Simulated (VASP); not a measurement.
Given:

```
Al2Pt
1.0
    0.00000     2.94071     2.94071
    2.94071     0.00000     2.94071
    2.94071     2.94071     0.00000
Al Pt
2 1
Cartesian
  1.47035   1.47035   1.47035
  4.41106   4.41106   4.41106
  0.00000   0.00000   0.00000
```

The numbers are results of PBE GGA with D3 dispersion (Becke-Johnson damping), VASP's PBE PAW potentials (set 64) (plane waves; VASP), not measurements. Numerical set-up: 520 eV cut-off, 8×8×8 Γ-centred mesh, first-order Methfessel-Paxton smearing of 0.10 eV, potentials Al Pt.

Unless said otherwise, spin-orbit coupling is left out, though it shifts the bands of the heavy elements here.

Problem. What does the run give for the energy per atom (σ→0), band gap (on the k-mesh) with the smallest direct gap where there is one?

Solution. 
- band gap (on the k-mesh) = none (metal, semimetal or under 0.01 eV)
- energy per atom (σ→0) = -5840 meV/atom

The compound is PtAl2 in the fluorite structure. It was relaxed first. The start is the result of an earlier pass.
